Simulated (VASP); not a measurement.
VASP input:

KPOINTS:
```
Automatic mesh
0
Gamma
9 9 9
0 0 0
```

**POSCAR**
```
InAs
1
    0.0000000000     3.0448413699     3.0448413699
    3.0448413699     0.0000000000     3.0448413699
    3.0448413699     3.0448413699    -0.0000000000
In As
1 1
Direct
  0.0000000000   0.0000000000   0.0000000000
  0.2500000000   0.2500000000   0.2500000000
```

### INCAR
```
SYSTEM = InAs
PREC = Accurate
ENCUT = 400
EDIFF = 1E-6
NELM = 100
ALGO = Normal
LREAL = .FALSE.
LASPH = .TRUE.
ISMEAR = 1
SIGMA = 0.1
GGA = PS
LMAXMIX = 4
LWAVE = .FALSE.
LCHARG = .FALSE.
IBRION = 2
ISIF = 3
NSW = 60
EDIFFG = -0.01
```

POTCAR, in this order: In_d As (PBE.64 set). Program: vasp_std.

Translate this PBEsol calculation to Ansatz.

One equivalent input (not run):
Ansatz 0.2 input:
```yaml
crystal:
  lattice:
    - [0.0000000, 3.0448414, 3.0448414]
    - [3.0448414, 0.0000000, 3.0448414]
    - [3.0448414, 3.0448414, 0.0000000]
  atoms:
    - { symbol: In, position: [0.0000000, 0.0000000, 0.0000000] }
    - { symbol: As, position: [0.2500000, 0.2500000, 0.2500000] }
kpoints:
  mp_grid: { grid: [9, 9, 9] }
hamiltonian:
  xc: pbesol
  pseudopotentials: { kind: paw }
scf:
  occupations: { method: methfessel_paxton, width: 0.1 }
  max_iter: 100
relax:
  max_steps: 60
  f_tol: 0.01
  cell: {}
output: { forces: true, stress: true, eigenvalues: true }
```
What does not carry over: each code has its own PAW files, so the cut-off isn't converted (ENCUT is set for VASP's; basis.ecutwfc is left out, and Ansatz then takes the one that its files recommend); Ansatz stops its SCF on the density residual and VASP on the energy change (EDIFF).

The structure was generated: InAs was put into the zinc blende type (F-43m), which need not be its known phase. It was relaxed first. The start is the result of an earlier pass.
